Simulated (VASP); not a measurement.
# Be16B in VASP: further runs

The runs below take Be16B through single point, with PBE.

Everything below comes from runs of VASP 6.6.1. Logs are shortened: lines on timing, memory, paths and dates and some standing lists are left out, and cuts for length are marked.

### Step 1. The slab as given

The cell holds a slab with vacuum, 17 atoms: a = 4.580 Å, b = 4.580 Å, c = 17.383 Å, α = 90.00°, β = 90.00°, γ = 60.00°.

The cell was built by a generator and needn't be a form met in nature.

### Step 2. Single point, PBE

File INCAR:

```
PREC = Accurate
ENCUT = 520
EDIFF = 1E-7
ISMEAR = -1
SIGMA = 0.15
LREAL = Auto
LASPH = True
NELM = 100
ALGO = Normal
ISIF = 2
LWAVE = False
LCHARG = True
GGA = PE
LELF = True
LVHAR = True
NBANDS = 32
```

File KPOINTS:

```
Automatic mesh
0
Gamma
  4 4 1
```

File POSCAR:

```
Be16B
1.0
    4.5800000000      0.0000000000      0.0000000000
    2.2900000000      3.9663960000      0.0000000000
    0.0000000000      0.0000000000     17.3826450000
Be B
16 1
Direct
   -0.1666666667      0.3333333333      0.0575285867
    0.3333333333      0.3333333333      0.0575285867
   -0.1666666667      0.8333333333      0.0575285867
    0.3333333333      0.8333333333      0.0575285867
    0.0005569513     -0.0000173961      0.1607460775
    0.5010235637      0.0013170647      0.1611762767
   -0.0004366503      0.5042514666      0.1614417138
    0.4997790555      0.5031108845      0.1606207226
   -0.1556458175      0.3280514603      0.2639604617
    0.3295284331      0.3455103827      0.2640131004
   -0.1770776525      0.8457299775      0.2661654196
    0.3313967837      0.8447116728      0.2630237228
    0.0171715208     -0.0320404216      0.3753811920
    0.4705286637      0.0583461661      0.3802241834
   -0.0250380158      0.5060808351      0.3671629950
    0.5387203647      0.4982064322      0.3587826249
    0.2652076410      0.5226986917      0.4297990323
```

Potentials or basis: VASP PAW PBE potentials, release 64 (Be, B).

Launch:

```bash
cat potpaw_PBE.64/Be/POTCAR potpaw_PBE.64/B/POTCAR > POTCAR
mpirun -np 1 vasp_std > vasp.out
```

OUTCAR:

```text
PREC = Accurate
   ENCUT = 520
   EDIFF = 1E-7
   ISMEAR = -1
   LREAL = Auto
   LASPH = True
   NELM = 100
   ISIF = 2
   GGA = PE

 ion  position               nearest neighbor table
   1  0.833  0.333  0.058-   8 2.23   5 2.23   7 2.25   3 2.29   3 2.29   4 2.29   4 2.29   2 2.29
                             2 2.29
   2  0.333  0.333  0.058-   6 2.23   8 2.23   7 2.24   4 2.29   3 2.29   4 2.29   3 2.29   1 2.29
                             1 2.29
   3  0.833  0.833  0.058-   7 2.23   5 2.23   6 2.23   1 2.29   1 2.29   2 2.29   2 2.29   4 2.29
                             4 2.29
   4  0.333  0.833  0.058-   8 2.22   5 2.23   6 2.24   2 2.29   1 2.29   2 2.29   1 2.29   3 2.29
                             3 2.29
   5  0.001  1.000  0.161-  12 2.21   9 2.22   4 2.23   1 2.23   3 2.23  11 2.26   7 2.27   8 2.28
                             6 2.28   6 2.30   8 2.30   7 2.31
   6  0.501  0.001  0.161-  12 2.19  11 2.23   2 2.23   3 2.23   4 2.24  10 2.25   7 2.28   8 2.28
                             5 2.28   5 2.30   8 2.30   7 2.30
   7  1.000  0.504  0.161-  10 2.21   9 2.21   3 2.23   2 2.24   1 2.25  11 2.27   5 2.27   6 2.28
                             8 2.29   8 2.29   6 2.30   5 2.31
   8  0.500  0.503  0.161-  10 2.22   4 2.22   1 2.23   2 2.23  12 2.24   9 2.26   5 2.28   6 2.28
                             7 2.29   7 2.29   6 2.30   5 2.30
   9  0.844  0.328  0.264-  16 2.05  15 2.17   7 2.21   5 2.22  12 2.22   8 2.26  11 2.26  10 2.26
                            10 2.32  11 2.32  12 2.36
  10  0.330  0.346  0.264-  16 2.19   7 2.21   8 2.22   6 2.25   9 2.26  11 2.27  15 2.28  12 2.29
                            12 2.29  11 2.31   9 2.32  14 2.32
  11  0.823  0.846  0.266-  15 2.21   6 2.23  12 2.25   5 2.26   9 2.26   7 2.27  10 2.27  13 2.28
                            10 2.31   9 2.32  12 2.33
  12  0.331  0.845  0.263-  16 2.16   6 2.19   5 2.21   9 2.22   8 2.24  11 2.25  10 2.29  10 2.29
                            13 2.32  11 2.33   9 2.36
  13  0.017  0.968  0.375-  17 2.01  15 2.22  11 2.28  16 2.30  14 2.31  12 2.32  14 2.33  16 2.34
                            15 2.38
  14  0.471  0.058  0.380-  17 2.04  15 2.18  16 2.22  13 2.31  10 2.32  13 2.33
  15  0.975  0.506  0.367-  17 1.75  16 2.02   9 2.17  14 2.18  11 2.21  13 2.22  10 2.28  13 2.38

  16  0.539  0.498  0.359-  17 1.72  15 2.02   9 2.05  12 2.16  10 2.19  14 2.22  13 2.30  13 2.34

  17  0.265  0.523  0.430-  16 1.72  15 1.75  13 2.01  14 2.04

  LATTYP: Found a hexagonal cell.
 ALAT       =     4.5799996975
 C/A-ratio  =     3.7953375869

  Lattice vectors:

 A1 = (  -2.2900000000,  -3.9663960000,   0.0000000000)
 A2 = (   4.5800000000,   0.0000000000,   0.0000000000)
 A3 = (   0.0000000000,   0.0000000000,  17.3826450000)

Analysis of symmetry for initial positions (statically):
=====================================================================
 Subroutine PRICEL returns:
 Original cell was already a primitive cell.

 Routine SETGRP: Setting up the symmetry group for a
 hexagonal supercell.

 Subroutine GETGRP returns: Found  1 space group operations
 (whereof  1 operations were pure point group operations)
 out of a pool of 24 trial point group operations.

The static configuration has the point symmetry C_1 .

Analysis of symmetry for dynamics (positions and initial velocities):
=====================================================================
 Subroutine PRICEL returns:
 Original cell was already a primitive cell.

 Routine SETGRP: Setting up the symmetry group for a
 hexagonal supercell.

 Subroutine GETGRP returns: Found  1 space group operations
 (whereof  1 operations were pure point group operations)
 out of a pool of 24 trial point group operations.

The dynamic configuration has the point symmetry C_1 .

 Subroutine INISYM returns: Found  1 space group operations
 (whereof  1 operations are pure point group operations),
 and found     1 'primitive' translations

----------------------------------------------------------------------------------------

                                     Primitive cell

  volume of cell :     315.7748

  direct lattice vectors                    reciprocal lattice vectors
     4.580000000  0.000000000  0.000000000     0.218340611 -0.126059022  0.000000000
     2.290000000  3.966396000  0.000000000     0.000000000  0.252118044  0.000000000
     0.000000000  0.000000000 17.382645000     0.000000000  0.000000000  0.057528644

  length of vectors
     4.580000000  4.579999697 17.382645000     0.252118027  0.252118044  0.057528644
[... 49 lines left out ...]

  Cartesian coordinates                     Fractional coordinates (reciprocal lattice)
     0.054585153 -0.031514755  0.000000000     0.250000000  0.000000000  0.000000000
     0.000000000  0.063029511  0.000000000     0.000000000  0.250000000  0.000000000
     0.000000000  0.000000000  0.057528644     0.000000000  0.000000000  1.000000000

  Length of vectors
     0.063029507  0.063029511  0.057528644

  Shift w.r.t. Gamma in fractional coordinates (k-lattice)
     0.000000000  0.000000000  0.000000000

 Subroutine IBZKPT returns following result:
 ===========================================

 Found     10 irreducible k-points:

 Following reciprocal coordinates:
            Coordinates               Weight
  0.000000  0.000000  0.000000      1.000000
  0.250000  0.000000  0.000000      2.000000
  0.250000  0.250000  0.000000      2.000000
  0.000000  0.250000  0.000000      2.000000
  0.500000  0.000000  0.000000      1.000000
  0.500000  0.500000  0.000000      1.000000
  0.000000  0.500000  0.000000      1.000000
  0.500000  0.250000  0.000000      2.000000
  0.250000  0.500000  0.000000      2.000000
 -0.250000  0.250000  0.000000      2.000000
   k-points           NKPTS =     10   k-points in BZ     NKDIM =     10   number of bands    NBANDS=     32
   number of dos      NEDOS =    301   number of ions     NIONS =     17
   total plane-waves  NPLWV = 181440
   dimension x,y,z NGX =    36 NGY =   36 NGZ =  140
   dimension x,y,z NGXF=    72 NGYF=   72 NGZF=  280
   ions per type =              16   1
   NGX,Y,Z   is equivalent  to a cutoff of  13.07, 13.07, 13.39 a.u.
   NGXF,Y,Z  is equivalent  to a cutoff of  26.13, 26.13, 26.78 a.u.
 SYSTEM =  unknown system
   PREC   = accura    normal or accurate (medium, high low for compatibility)
   ISTART =      0    job   : 0-new  1-cont  2-samecut
   ICHARG =      2    charge: 1-file 2-atom 10-const
   ISPIN  =      1    spin polarized calculation?
   LNONCOLLINEAR =      F non collinear calculations
   LSORBIT =      F    spin-orbit coupling
   LASPH  =      T    aspherical Exc in radial PAW
   ENCUT  =  520.0 eV  38.22 Ry    6.18 a.u.   8.52  8.52 32.32*2*pi/ulx,y,z
   NELM   =    100;   NELMIN=  2; NELMDL= -5     # of ELM steps
   EDIFF  = 0.1E-06   stopping-criterion for ELM
   LREAL  =      T    real-space projection
   EDIFFG = 0.1E-05   stopping-criterion for IOM
   NSW    =      0    number of steps for IOM
   IBRION =     -1    ionic relax: 0-MD 1-quasi-New 2-CG
   NFREE  =      0    steps in history (QN), initial steepest desc. (CG)
   ISIF   =      2    stress and relaxation
   ISYM   =      2    0-nonsym 1-usesym 2-fastsym
   POTIM  = 0.5000    time-step for ionic-motion
   TEBEG  =    0.0;   TEEND  =   0.0 temperature during run
   PSTRESS=    0.0 pullay stress
   NELECT =      35.0000    total number of electrons
   NUPDOWN=      -1.0000    fix difference up-down
   EMIN   =  10.00;   EMAX   =-10.00  energy-range for DOS
   EFERMI =   0.00;   METHOD = LEGACY
   ISMEAR =    -1;   SIGMA  =   0.15  broadening in eV -4-tet -1-fermi 0-gaus
   EFERMI_NEDOS =   21; number of points for ismear=-14 and -15
   IALGO  =     38    algorithm
   IMIX   =      4    mixing-type and parameters
     AMIX     =   0.40;   BMIX     =  1.00
     AMIX_MAG =   1.60;   BMIX_MAG =  1.00
  volume/ion in A,a.u.               =      18.57       125.35
  Fermi-wavevector in a.u.,A,eV,Ry     =   0.786391  1.486063  8.413984  0.618410
  Thomas-Fermi vector in A             =   1.890920
   LORBIT       =      0    0 simple, 1 ext, 2 COOP (PROOUT), +10 PAW based schemes
   GGA     = PE    functional components
   LHFCALC =     F    Hartree Fock is set to
   AEXX    =    0.0000 exact exchange contribution
   IVDW    =     0    specifies the selected vdW correction
   LEPSILON=     F    determine dielectric tensor
   LRPA    =     F    only Hartree local field effects (RPA)
 non-spin polarized calculation
  energy-cutoff  :      520.00
  volume of cell :      315.77
 maximum number of plane-waves:      8615
 NGX is ok and might be reduce to    36
   NGX = 17   NGY = 17   NGZ = 65

 number of electron      35.0000000 magnetization

 Free energy of the ion-electron system (eV)
  ---------------------------------------------------
  ext. energy  EPLUGINS =         0.00000000
  ---------------------------------------------------
  free energy    TOTEN  =       -60.75320659 eV

  energy without entropy =      -60.53931373  energy(sigma->0) =      -60.64626016

 E-fermi :   0.0323     XC(G=0):  -5.7494

 val. band max:       -0.1383812622   @ k =   0.0000   0.2500   0.0000
 cond. band min:       0.0928355057   @ k =   0.5000   0.2500   0.0000
 fundamental gap:      0.2312167679
 Fermi energy:         0.0323263944

 k-point     1 :       0.0000    0.0000    0.0000
  band No.  band energies     occupation
      1     -10.4813      2.00000
      2      -9.3413      2.00000
      3      -7.6635      2.00000
      4      -5.7246      2.00000
      5      -4.2516      2.00000
      6      -4.1228      2.00000
[... 309 lines left out ...]
     28       5.0000      0.00000
     29       5.5362      0.00000
 [bands above 29 left out]

------------------------ aborting loop because EDIFF is reached ----------------------------------------

  FORCE on cell =-STRESS in cart. coord.  units (eV):
  Direction    XX          YY          ZZ          XY          YZ          ZX
  --------------------------------------------------------------------------------------
  -------------------------------------------------------------------------------------
  Total       -0.5516498    -11.7517668     -0.2465755     -0.5946023     -1.1254043     -0.5391623
  in kB       -2.7989594    -59.6260909     -1.2510742     -3.0168920     -5.7100742     -2.7356006
  external PRESSURE =     -21.2253748 kB  Pullay stress =       0.0000000 kB

 VOLUME and BASIS-vectors are now :
 -----------------------------------------------------------------------------
  energy-cutoff  :      520.00
  volume of cell :      315.77
      direct lattice vectors                 reciprocal lattice vectors
     4.580000000  0.000000000  0.000000000     0.218340611 -0.126059022  0.000000000
     2.290000000  3.966396000  0.000000000     0.000000000  0.252118044  0.000000000
     0.000000000  0.000000000 17.382645000     0.000000000  0.000000000  0.057528644

 POSITION                                       TOTAL-FORCE (eV/Angst)
 -----------------------------------------------------------------------------------
      4.58000      1.32213      1.00000         0.041067      0.039938     -0.034339
      2.29000      1.32213      1.00000        -0.014949      0.018606      0.034381
      5.72500      3.30533      1.00000        -0.009263      0.015847      0.034639
      3.43500      3.30533      1.00000         0.038243      0.050491     -0.002071
      2.29251      3.96633      2.79419         0.002699      0.005162      0.000158
      2.29770      0.00522      2.80167         0.003331      0.003048      0.001182
[... 9 lines left out ...]
      3.60823      1.97608      6.23659         0.006255      0.061091      0.023103
      2.41163      2.07323      7.47104        -0.135235     -0.259766     -0.000247
 -----------------------------------------------------------------------------------
    total drift:                                0.001116      0.000213     -0.001174

  FREE ENERGIE OF THE ION-ELECTRON SYSTEM (eV)
  ---------------------------------------------------
  free  energy   TOTEN  =       -60.7532065910 eV

  energy  without entropy=      -60.5393137309  energy(sigma->0) =      -60.64626016
```

Run time: 6.8 min. Hardware: 1 thread of Intel Xeon Platinum 8375C at 2.90GHz (Ice Lake), shared host; peak memory 0.42 GiB.

What came out:

```
Free energy            : -60.7532 eV
Largest force          : 0.293 eV/Å
Band gap on the k mesh : none (metal or under the smearing width)
```

Forces in eV/Å, atoms in the order of the input:
```
Be   0.041  0.040 -0.034
Be  -0.015  0.019  0.034
Be  -0.009  0.016  0.035
Be   0.038  0.050 -0.002
Be   0.003  0.005  0.000
Be   0.003  0.003  0.001
Be   0.002  0.005  0.004
Be   0.006  0.007  0.006
Be  -0.012  0.002 -0.009
Be   0.010  0.025  0.015
Be   0.018  0.013 -0.016
Be   0.019  0.017  0.015
Be   0.027 -0.063  0.027
Be   0.069  0.074 -0.037
Be  -0.070 -0.014 -0.063
Be   0.006  0.061  0.023
B   -0.135 -0.260  0.000
```

Caveat: the k mesh is coarse (spacing up to 0.40 Å⁻¹), so the values aren't converged.

### Step 3. Single point, PBE

INCAR, as its differences from that of step 2:

```diff
@@ -8,3 +8,3 @@
 NELM = 100
-ALGO = Normal
+ALGO = Fast
 ISIF = 2
```

KPOINTS is that of step 2.

File POSCAR:

```
Be16B
1.0
    4.5800000000      0.0000000000      0.0000000000
    2.2900000000      3.9663960000      0.0000000000
    0.0000000000      0.0000000000     17.3826450000
Be B
16 1
Direct
   -0.1666666667      0.3333333333      0.0575285867
    0.3333333333      0.3333333333      0.0575285867
   -0.1666666667      0.8333333333      0.0575285867
    0.3333333333      0.8333333333      0.0575285867
   -0.0001153765     -0.0022688103      0.1610673174
    0.5011257464     -0.0007689600      0.1609317224
   -0.0001355248      0.5020492155      0.1610936080
    0.4997785045      0.4998792355      0.1600319169
   -0.1513382546      0.3256096971      0.2636441692
    0.3310989813      0.3340286749      0.2627418900
   -0.1788031250      0.8393355076      0.2673460224
    0.3310176656      0.8347341012      0.2627683531
   -0.0064241059     -0.0031880327      0.3730043961
    0.4651483770      0.0172552110      0.3816198283
   -0.0080704056      0.5116181037      0.3728427981
    0.5448960920      0.4778567243      0.3568321162
    0.2650923108      0.6166280422      0.4334601552
```

Potentials or basis: VASP PAW PBE potentials, release 64 (Be, B).

Launch:

```bash
cat potpaw_PBE.64/Be/POTCAR potpaw_PBE.64/B/POTCAR > POTCAR
mpirun -np 1 vasp_std > vasp.out
```

It took 6.3 min on 1 thread of Intel Xeon Platinum 8375C at 2.90GHz (Ice Lake), shared host; peak memory 0.46 GiB.

The run converged. Its results:

- Free energy: -60.5321 eV
- Largest force: 0.070 eV/Å
- Band gap on the k mesh: none (metal or under the smearing width)

Forces on the atoms (eV/Å):
```
Be   0.037 -0.022 -0.056
Be  -0.042 -0.024 -0.008
Be  -0.003 -0.001  0.043
Be  -0.001  0.044 -0.008
Be   0.001  0.002  0.006
Be   0.002  0.002  0.004
Be   0.001  0.002  0.001
Be   0.005  0.003  0.003
Be  -0.007  0.004 -0.001
Be   0.003  0.003  0.007
Be   0.012  0.001  0.007
Be   0.004  0.000 -0.001
Be  -0.037  0.003 -0.007
Be   0.016  0.027 -0.006
Be   0.005 -0.033  0.006
Be  -0.005 -0.006 -0.030
B    0.009 -0.006  0.036
```

Levels at points of the mesh, in eV from the Fermi level:
| k point | band 15 | band 16 | band 17 | band 18 | band 19 | band 20 |
| --- | --- | --- | --- | --- | --- | --- |
| (0.00, 0.00, 0.00) | -1.91 | -1.89 | -1.89 | -0.82 | 0.31 | 0.82 |
| (0.50, 0.00, 0.00) | -0.83 | -0.60 | -0.30 | 0.18 | 0.81 | 1.86 |
| (0.50, 0.50, 0.00) | -0.84 | -0.58 | -0.33 | 0.31 | 0.81 | 1.51 |
| (0.00, 0.50, 0.00) | -0.84 | -0.58 | -0.33 | 0.31 | 0.80 | 1.53 |

Caveat: the k mesh is coarse (spacing up to 0.40 Å⁻¹), so the values aren't converged.
